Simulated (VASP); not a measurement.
Crystal: Si3Bi2Te3.

```xyz
8
Lattice="2.0500 1.1836 13.8333 -2.0500 1.1836 13.8333 0.0000 -2.3671 13.8333" Properties=species:S:1:pos:R:3 pbc="T T T"
Si    0.0000    0.0000   36.3125
Si    0.0000    0.0000    5.1875
Si    0.0000    0.0000   20.7500
Bi    0.0000    0.0000   25.9375
Bi    0.0000    0.0000   15.5625
Te    0.0000    0.0000   10.3750
Te    0.0000    0.0000   31.1250
Te    0.0000    0.0000    0.0000
```

The cell was built by a generator and needn't be a form met in nature.

| Quantity | Value |
| --- | --- |
| Program | VASP 6.6.1 |
| Task | relaxation of cell and atoms |
| Functional | PBE |
| Potentials or basis | VASP PAW PBE potentials, release 64 (Si, Bi_d, Te) |
| Cutoff | 520 eV |
| k mesh | 4 × 4 × 4 |
| Occupations | gaussian, width 0.15 eV |
| Spin | no spin polarisation |

At the start: pressure 10.0 GPa; volume 25.17 Å³/atom.

Question: Where does the relaxation end?

Answer: Over 14 steps the energy falls by 435.8 meV/atom and the volume is 26.92 Å³/atom (+6.9 %); space group R-3m (No. 166, to 0.05 Å).

The path:
| step | energy change (eV) | largest force (eV/Å) | pressure (GPa) | volume (Å³) |
| --- | --- | --- | --- | --- |
| 1 | 0.0000 | 2.0674 | 10.01 | 201.38 |
| 2 | -1.0358 | 1.1823 | -3.76 | 250.81 |
| 3 | -1.1914 | 1.3324 | -1.41 | 235.62 |
| 4 | -1.4993 | 1.3765 | -1.27 | 232.95 |
| 5 | -2.3610 | 1.3454 | -0.71 | 225.01 |
| 6 | -3.1504 | 0.3150 | 2.30 | 209.47 |
| 7 | -3.3058 | 0.3389 | -0.01 | 217.00 |
| 8 | -3.3058 | 0.3515 | 0.01 | 217.22 |
| 9 | -3.4062 | 0.2427 | -0.13 | 216.92 |
| 10 | -3.4840 | 0.1168 | -0.11 | 215.99 |
| 11 | -3.4845 | 0.1778 | -0.03 | 216.10 |
| 12 | -3.4845 | 0.1139 | -0.06 | 216.06 |
| 13 | -3.4844 | 0.1205 | -0.10 | 216.03 |
| 14 | -3.4863 | 0.0327 | -0.05 | 215.33 |

Final structure:
```
Si Bi Te
1.0
     2.07105    1.19572   14.49227
    -2.07105    1.19572   14.49227
     0.00000   -2.39145   14.49227
Si Bi Te
3 2 3
Cartesian
  0.0000 0.0000 37.2083
  0.0000 0.0000 6.2685
  0.0000 0.0000 21.7384
  0.0000 0.0000 26.7663
  0.0000 0.0000 16.7105
  0.0000 0.0000 10.3302
  0.0000 0.0000 33.1466
  0.0000 0.0000 0.0000
```

Caveat: the k mesh is coarse (spacing up to 0.44 Å⁻¹), so the values aren't converged.
